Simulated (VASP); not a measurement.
An input for Quantum ESPRESSO's pw.x (written as the equivalent of a VASP run, and not itself run):

```
&CONTROL
  calculation = 'scf'
  pseudo_dir = './pseudo'
  outdir = './out'
  tprnfor = .true.
  tstress = .true.
/
&SYSTEM
  ibrav = 0
  nat = 9
  ntyp = 2
  ecutwfc = 56.6
  occupations = 'tetrahedra'
  input_dft = 'pbesol'
/
&ELECTRONS
  conv_thr = 7.3e-09
  electron_maxstep = 100
/
ATOMIC_SPECIES
  Ba 137.327 Ba.upf
  Si 28.085 Si.upf
CELL_PARAMETERS angstrom
     6.4025347    0.0000000    0.0000000
    -3.2012668    5.5447579    0.0000000
    -0.0000000   -0.0000000    7.1988400
ATOMIC_POSITIONS crystal
  Ba   0.5000000  1.0000000  1.0000000
  Ba   0.5000000  0.5000000  0.3333330
  Ba   0.0000000  0.5000000  0.6666670
  Si   0.1046547  0.2093094  0.0000000
  Si   0.8953453  0.1046547  0.3333330
  Si   0.7906906  0.8953453  0.6666670
  Si   0.8953453  0.7906906  1.0000000
  Si   0.1046547  0.8953453  0.3333330
  Si   0.2093094  0.1046547  0.6666670
K_POINTS automatic
  6 6 5 0 0 0
```

Problem. Write the VASP files for the same calculation (PBEsol).

Solution. This is not unique; one that fits is 
File KPOINTS:
```
Regular mesh
0
G
 6 6 5
0 0 0
```

**INCAR**
```
SYSTEM = BaSi2
PREC = Accurate; ENCUT = 400; LREAL = F
LASPH = T
EDIFF = 1E-7; NELM = 100; ALGO = Normal
LMAXMIX = 4
ISMEAR = -5
GGA = PS
ISIF = 2
LWAVE = F; LCHARG = T; LORBIT = 11
NEDOS = 601
LEFG = T
```

File POSCAR:
```
BaSi2
1
    6.4025347416     0.0000000174     0.0000000000
   -3.2012668095     5.5447578504     0.0000000000
   -0.0000000000    -0.0000000000     7.1988400168
Ba Si
3 6
Direct
  0.5000000000   1.0000000000   1.0000000000
  0.5000000000   0.5000000000   0.3333330000
  0.0000000000   0.5000000000   0.6666670000
  0.1046546896   0.2093093795   0.0000000000
  0.8953453103   0.1046546898   0.3333330000
  0.7906906205   0.8953453104   0.6666670000
  0.8953453104   0.7906906205   1.0000000000
  0.1046546897   0.8953453102   0.3333330000
  0.2093093795   0.1046546896   0.6666670000
```

POTCAR, in this order: Ba_sv Si (PBE.64 set). Program: vasp_std.

Limits of the translation: the potentials are each code's own (VASP's PAW set, PseudoDojo norm-conserving files in pw.x), so ENCUT and ecutwfc are chosen apart and not converted; conv_thr bounds pw.x's estimated SCF error, while EDIFF bounds the energy change between steps; the field gradients of LEFG aren't asked of the other code.

The structure was generated: BaSi2 was put into the CrSi2 type (P6_222), which need not be its known phase. It was relaxed first.
